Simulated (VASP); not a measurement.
These are PBE GGA, VASP's PBE PAW potentials (set 64) (plane waves; VASP) values and carry that method's errors.

VASP ran on this input.

**INCAR**
```
# general
SYSTEM =Al31Zn
PREC   =Normal
ENCUT  =400   # plane-wave cut-off (eV)
LREAL  =Auto   # projection in real space or not
LASPH  =.TRUE.
ISYM   =0

# electronic loop
EDIFF  =1E-5   # SCF stop (eV)
NELM   =100
NELMIN =4
ALGO   =Fast
LMAXMIX=4   # l cut-off of mixed one-centre charges

# smearing
ISMEAR =1
SIGMA  =0.1

# functional
GGA    =PE   # PBE

# ions
IBRION =2   # conjugate gradients
NSW    =60
ISIF   =2   # forces and stress, cell fixed
EDIFFG =-0.03   # ionic stop

# output
LWAVE  =.FALSE.
LCHARG =.FALSE.
```

File POSCAR:
```
Al31Zn
1
    8.0715331279    -0.0000000000    -0.0000000000
   -0.0000000000     8.0715331279     0.0000000000
    0.0000000000     0.0000000000     8.0715331279
Al Zn
31 1
Direct
  0.5000000000   0.0000000000   0.0000000000
  0.7500000000   0.2500000000   0.0000000000
  0.7500000000   0.0000000000   0.2500000000
  0.0000000000   0.0000000000   0.0000000000
  0.2500000000   0.2500000000   0.0000000000
  0.5000000000   0.5000000000   0.0000000000
  0.7500000000   0.7500000000   0.0000000000
  0.2500000000   0.0000000000   0.2500000000
  0.5037460000   0.2558050000   0.2479380000
  0.7497340000   0.4960360000   0.2549700000
  0.5000000000   0.0000000000   0.5000000000
  0.7511800000   0.2443220000   0.5040080000
  0.7500000000   0.0000000000   0.7500000000
  0.0000000000   0.5000000000   0.0000000000
  0.2500000000   0.7500000000   0.0000000000
  0.0000000000   0.2500000000   0.2500000000
  0.2525170000   0.4943050000   0.2522190000
  0.4990000000   0.7549740000   0.2554960000
  0.0000000000   0.0000000000   0.5000000000
  0.2510780000   0.2479180000   0.4996950000
  0.7544820000   0.7479760000   0.5023550000
  0.2500000000   0.0000000000   0.7500000000
  0.5012040000   0.2554320000   0.7557470000
  0.7542010000   0.5052540000   0.7510390000
  0.0000000000   0.7500000000   0.2500000000
  0.0000000000   0.5000000000   0.5000000000
  0.2498180000   0.7478220000   0.4955240000
  0.0000000000   0.2500000000   0.7500000000
  0.2478580000   0.4951320000   0.7465440000
  0.5020330000   0.7462120000   0.7453310000
  0.0000000000   0.7500000000   0.7500000000
  0.4992980000   0.5028400000   0.5016000000
```

KPOINTS:
```
kpoints
0
Gamma
  3 3 3
```

POTCAR, in this order: Al Zn (PBE.64 set). Program: vasp_std.

Output of the run:

**OSZICAR**
```
       N       E                     dE             d eps       ncg     rms          rms(c)
DAV:   1     0.192669099865E+03    0.19267E+03   -0.32059E+04  1932   0.102E+03
DAV:   2    -0.978100923820E+02   -0.29048E+03   -0.27604E+03  2199   0.177E+02
DAV:   3    -0.118397655146E+03   -0.20588E+02   -0.19696E+02  2416   0.457E+01
DAV:   4    -0.118967897504E+03   -0.57024E+00   -0.56484E+00  2270   0.782E+00
DAV:   5    -0.118982294690E+03   -0.14397E-01   -0.14384E-01  2342   0.142E+00    0.816E+00
RMM:   6    -0.117929318699E+03    0.10530E+01   -0.60304E+00  1958   0.809E+00    0.633E+00
RMM:   7    -0.117694653483E+03    0.23467E+00   -0.90489E-01  1988   0.497E+00    0.277E+00
RMM:   8    -0.117578612211E+03    0.11604E+00   -0.12535E-01  1967   0.107E+00    0.641E-01
RMM:   9    -0.117568018429E+03    0.10594E-01   -0.26706E-02  2092   0.552E-01    0.329E-01
RMM:  10    -0.117567330832E+03    0.68760E-03   -0.41808E-03  2044   0.223E-01    0.181E-01
RMM:  11    -0.117567267183E+03    0.63650E-04   -0.99035E-04  1977   0.118E-01    0.182E-02
RMM:  12    -0.117567255759E+03    0.11424E-04   -0.35951E-04  2083   0.743E-02    0.345E-02
RMM:  13    -0.117567262733E+03   -0.69747E-05   -0.10561E-04  2024   0.374E-02    0.216E-02
RMM:  14    -0.117567260955E+03    0.17782E-05   -0.18164E-05  1203   0.192E-02
   1 F= -.11756726E+03 E0= -.11755803E+03  d E =-.117567E+03
       N       E                     dE             d eps       ncg     rms          rms(c)
DAV:   1    -0.117598871180E+03   -0.31608E-01   -0.45619E-01  2176   0.217E+00    0.181E-01
RMM:   2    -0.117598355937E+03    0.51524E-03   -0.13741E-02  1935   0.414E-01    0.555E-02
RMM:   3    -0.117598330888E+03    0.25050E-04   -0.17557E-03  1958   0.173E-01    0.434E-02
RMM:   4    -0.117598349107E+03   -0.18219E-04   -0.47048E-04  2127   0.957E-02    0.423E-02
RMM:   5    -0.117598357357E+03   -0.82507E-05   -0.13259E-04  2060   0.466E-02    0.331E-02
RMM:   6    -0.117598359193E+03   -0.18357E-05   -0.26169E-05  1319   0.204E-02
   2 F= -.11759836E+03 E0= -.11758923E+03  d E =-.310982E-01
       N       E                     dE             d eps       ncg     rms          rms(c)
DAV:   1    -0.117625337813E+03   -0.26980E-01   -0.30036E+00  2017   0.556E+00    0.460E-01
RMM:   2    -0.117621658833E+03    0.36790E-02   -0.88471E-02  1932   0.106E+00    0.141E-01
RMM:   3    -0.117621468159E+03    0.19067E-03   -0.10948E-02  1940   0.439E-01    0.113E-01
RMM:   4    -0.117621587903E+03   -0.11974E-03   -0.29129E-03  2111   0.242E-01    0.110E-01
RMM:   5    -0.117621642528E+03   -0.54625E-04   -0.83578E-04  2246   0.118E-01    0.881E-02
RMM:   6    -0.117621662584E+03   -0.20056E-04   -0.16269E-04  1919   0.489E-02    0.288E-02
RMM:   7    -0.117621659648E+03    0.29359E-05   -0.63034E-05  1637   0.274E-02
   3 F= -.11762166E+03 E0= -.11761356E+03  d E =-.543987E-01
       N       E                     dE             d eps       ncg     rms          rms(c)
DAV:   1    -0.117623866282E+03   -0.22037E-02   -0.15217E-01  2083   0.125E+00    0.113E-01
RMM:   2    -0.117623664527E+03    0.20175E-03   -0.44416E-03  1932   0.238E-01    0.315E-02
RMM:   3    -0.117623652071E+03    0.12457E-04   -0.54258E-04  1939   0.968E-02    0.221E-02
RMM:   4    -0.117623657808E+03   -0.57373E-05   -0.13940E-04  2060   0.529E-02    0.215E-02
RMM:   5    -0.117623660258E+03   -0.24500E-05   -0.37897E-05  1435   0.264E-02
   4 F= -.11762366E+03 E0= -.11761524E+03  d E =-.563993E-01
       N       E                     dE             d eps       ncg     rms          rms(c)
DAV:   1    -0.117630656068E+03   -0.69983E-02   -0.15600E-01  2063   0.129E+00    0.963E-02
RMM:   2    -0.117630552047E+03    0.10402E-03   -0.36359E-03  1932   0.217E-01    0.304E-02
RMM:   3    -0.117630550513E+03    0.15336E-05   -0.44984E-04  1938   0.869E-02    0.232E-02
RMM:   4    -0.117630556378E+03   -0.58646E-05   -0.11911E-04  2070   0.485E-02    0.213E-02
RMM:   5    -0.117630558349E+03   -0.19713E-05   -0.30626E-05  1335   0.251E-02
   5 F= -.11763056E+03 E0= -.11762225E+03  d E =-.689809E-02
       N       E                     dE             d eps       ncg     rms          rms(c)
DAV:   1    -0.117634012093E+03   -0.34557E-02   -0.26342E-01  2005   0.168E+00    0.129E-01
RMM:   2    -0.117633843228E+03    0.16887E-03   -0.62363E-03  1932   0.285E-01    0.390E-02
RMM:   3    -0.117633843681E+03   -0.45233E-06   -0.79167E-04  1941   0.117E-01    0.306E-02
RMM:   4    -0.117633855065E+03   -0.11384E-04   -0.21702E-04  2149   0.660E-02    0.311E-02
RMM:   5    -0.117633859027E+03   -0.39627E-05   -0.57229E-05  1703   0.316E-02
   6 F= -.11763386E+03 E0= -.11762578E+03  d E =-.101988E-01
       N       E                     dE             d eps       ncg     rms          rms(c)
DAV:   1    -0.117635943697E+03   -0.20886E-02   -0.43440E-02  2147   0.717E-01    0.433E-02
RMM:   2    -0.117635952889E+03   -0.91923E-05   -0.56356E-04  1932   0.938E-02    0.181E-02
RMM:   3    -0.117635954591E+03   -0.17015E-05   -0.90205E-05  1955   0.419E-02    0.112E-02
RMM:   4    -0.117635956310E+03   -0.17189E-05   -0.25070E-05  1211   0.241E-02
   7 F= -.11763596E+03 E0= -.11762771E+03  d E =-.209728E-02
       N       E                     dE             d eps       ncg     rms          rms(c)
DAV:   1    -0.117637211255E+03   -0.12567E-02   -0.10763E-01  1982   0.113E+00    0.654E-02
RMM:   2    -0.117637228304E+03   -0.17049E-04   -0.14589E-03  1932   0.148E-01    0.293E-02
RMM:   3    -0.117637233711E+03   -0.54066E-05   -0.22914E-04  1963   0.648E-02    0.201E-02
RMM:   4    -0.117637238609E+03   -0.48988E-05   -0.66303E-05  1908   0.368E-02
   8 F= -.11763724E+03 E0= -.11762875E+03  d E =-.337958E-02
       N       E                     dE             d eps       ncg     rms          rms(c)
DAV:   1    -0.117637629296E+03   -0.39559E-03   -0.17284E-02  2155   0.433E-01    0.311E-02
RMM:   2    -0.117637628046E+03    0.12505E-05   -0.27543E-04  1930   0.610E-02    0.118E-02
RMM:   3    -0.117637628610E+03   -0.56447E-06   -0.34711E-05  1425   0.244E-02    0.888E-03
RMM:   4    -0.117637628988E+03   -0.37827E-06   -0.89888E-06  1136   0.139E-02
   9 F= -.11763763E+03 E0= -.11762915E+03  d E =-.390379E-03
```

### OUTCAR
```
------------------------ aborting loop because EDIFF is reached ----------------------------------------
  FORCE on cell =-STRESS in cart. coord.  units (eV):
  Direction    XX          YY          ZZ          XY          YZ          ZX
  --------------------------------------------------------------------------------------
  Total        1.1475641      1.1287219      1.1346627     -0.0123045     -0.0081070      0.0352943
  in kB        3.4963864      3.4389783      3.4570787     -0.0374891     -0.0247002      0.1075344
  external PRESSURE =       3.4641478 kB  Pullay stress =       0.0000000 kB
  volume of cell :      525.86
      direct lattice vectors                 reciprocal lattice vectors
     8.071533128  0.000000000  0.000000000     0.123892200  0.000000000  0.000000000
     0.000000000  8.071533128  0.000000000     0.000000000  0.123892200  0.000000000
     0.000000000  0.000000000  8.071533128     0.000000000  0.000000000  0.123892200
 POSITION                                       TOTAL-FORCE (eV/Angst)
 -----------------------------------------------------------------------------------
      4.04026      8.07029      0.00274        -0.001271      0.001418      0.000399
      6.05380      2.02285      0.00484         0.001237     -0.005651     -0.002136
      6.05409      8.07074      2.02553        -0.000059      0.000539      0.001117
      0.00390      8.06939      0.00253        -0.000843      0.001280      0.001436
      2.02531      2.02214      0.00272         0.002005     -0.007622      0.000462
      4.04023      4.03563      0.00359        -0.000285     -0.001111      0.002239
      6.05198      6.04872      0.00379         0.004277     -0.001419     -0.000734
      2.02533      8.06891      2.02209         0.000423      0.006435      0.009580
      4.03926      2.01114      2.01683         0.003570      0.001744     -0.000786
      6.06019      4.03607      2.01905         0.005326     -0.006946     -0.002921
      4.04057      8.07030      4.03938        -0.001472     -0.000675     -0.000381
      6.06006      2.01356      4.04177         0.004630     -0.005844     -0.008103
      6.05244      8.06933      6.05490         0.004276      0.002829     -0.007154
      0.00399      4.03324      0.00436        -0.000573      0.003365     -0.003741
      2.02685      6.04925      0.00160        -0.002023     -0.006338      0.003275
      0.00364      2.01923      2.02618         0.000935      0.002012     -0.002176
      2.01873      4.03350      2.01664        -0.002974      0.005564     -0.000211
      4.03915      6.05771      2.01860         0.001343     -0.002635     -0.003835
      0.00436      8.06946      4.03884        -0.000826     -0.000586     -0.000153
      2.01960      2.01184      4.03796        -0.003914     -0.001921      0.004467
      6.06372      6.05660      4.03856        -0.003661     -0.001041      0.001470
      2.02781      8.07029      6.05221        -0.002993     -0.000517      0.000422
      4.04070      2.01472      6.06183        -0.002250     -0.003022     -0.000404
      6.06371      4.03580      6.06105        -0.003981     -0.004084     -0.000307
      0.00442      6.04718      2.02238        -0.001103      0.000137      0.007255
      0.00451      4.03191      4.03870         0.001492      0.003916      0.001359
      2.01652      6.05606      4.03692         0.001495     -0.001541      0.003398
      0.00479      2.01566      6.05286        -0.002863      0.014243     -0.001389
      2.01701      4.03449      6.06121        -0.000679     -0.003657     -0.002341
      4.03838      6.05496      6.05842         0.007260      0.000916      0.002953
      0.00471      6.04746      6.05329         0.000087      0.002614     -0.000756
      4.03874      4.03404      4.03765        -0.006587      0.007599     -0.002305
 -----------------------------------------------------------------------------------
    total drift:                               -0.011108      0.013824     -0.008843
  FREE ENERGIE OF THE ION-ELECTRON SYSTEM (eV)
  ---------------------------------------------------
  free  energy   TOTEN  =      -117.6376289884 eV

  energy  without entropy=     -117.6122037919  energy(sigma->0) =     -117.62915392

 reached required accuracy - stopping structural energy minimisation
```
(Selected blocks of OUTCAR.)

File CONTCAR:
```
Al31Zn
   1.00000000000000
     8.0715331279000004    0.0000000000000000    0.0000000000000000
     0.0000000000000000    8.0715331279000004    0.0000000000000000
     0.0000000000000000    0.0000000000000000    8.0715331279000004
  Al              Zn
    31     1
Direct
     0.5005570186367346    0.9998458716144967    0.0003394379213198
     0.7500183735206690    0.2506151476934598    0.0005991464318099
     0.7500543091824544    0.9999015849757787    0.2509468206802384
     0.0004827872449151    0.9997346114746831    0.0003139709793555
     0.2509199092784864    0.2505279714013083    0.0003367120212799
     0.5005535013047535    0.4999832394884770    0.0004445471478201
     0.7497932527894200    0.7493887538475351    0.0004696794343571
     0.2509223455064606    0.9996754857626763    0.2505216934892111
     0.5004330297285413    0.2491646787407674    0.2498692542977834
     0.7508097065681714    0.5000373135899812    0.2501443145198920
     0.5005956303350101    0.9998467390772824    0.5004482358332049
     0.7507942650726331    0.2494647520163982    0.5007431614714862
     0.7498496012595107    0.9997268278899599    0.7501548373868532
     0.0004948150432201    0.4996865892451781    0.0005403889702931
     0.2511104448757388    0.7494545460904001    0.0001979329810358
     0.0004505191657399    0.2501673235969483    0.2510282639538867
     0.2501049860281667    0.4997186489675121    0.2498458478629867
     0.5004188840385821    0.7505035717592958    0.2500887038926344
     0.0005400543728018    0.9997433096872956    0.5003808817299050
     0.2502124284009716    0.2492507394706432    0.5002718295329551
     0.7512476020037987    0.7503653391589030    0.5003460986677961
     0.2512298336938767    0.9998456272068138    0.7498221877748238
     0.5006109986655449    0.2496078079288752    0.7510133929503228
     0.7512468578907552    0.5000042357146537    0.7509166096757544
     0.0005470624021340    0.7491989397460108    0.2505572504663880
     0.0005588392252573    0.4995222100061739    0.5003632291392377
     0.2498305525786649    0.7502990988901956    0.5001432151063714
     0.0005937356601565    0.2497242042945002    0.7499022230315361
     0.2498920527358436    0.4998412452004192    0.7509363264581771
     0.5003234482076576    0.7501628211518120    0.7505904455111108
     0.0005839998304241    0.7492329665590527    0.7499560111397811
     0.5003681547529031    0.4997857977524988    0.5002333495403958
```

The cell is a supercell with a defect, built from Al (fcc): Zn_Al. The run is not spin-polarised, so no state with unpaired spins was tried.
